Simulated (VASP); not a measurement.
Input:

```
CELL_PARAMETERS angstrom
      0.00000     2.94270     2.94270
      2.94270     0.00000     2.94270
      2.94270     2.94270     0.00000
ATOMIC_POSITIONS crystal
  Ag 0.00000 0.00000 0.00000
  Br 0.50000 0.50000 0.50000
```

The numbers are results of PBE GGA, VASP's PBE PAW potentials (set 64) (plane waves; VASP), not measurements. Settings: 400 eV cut-off, 5×5×5 Γ-centred mesh, Gaussian smearing of 0.050 eV, potentials Ag Br.

Question: What does the run give for the energy per atom (σ→0)?

Answer: 
The energy per atom (σ→0) comes out as -2.496 eV/atom.

The absolute energy has meaning only against runs of the same code, potentials and settings.

The compound is AgBr in the rock salt structure. The cell was not relaxed at this level. The run is one of a series of settings (KPOINTS 5×5×5 Γ-centred mesh against the base run), some of them coarse on purpose.
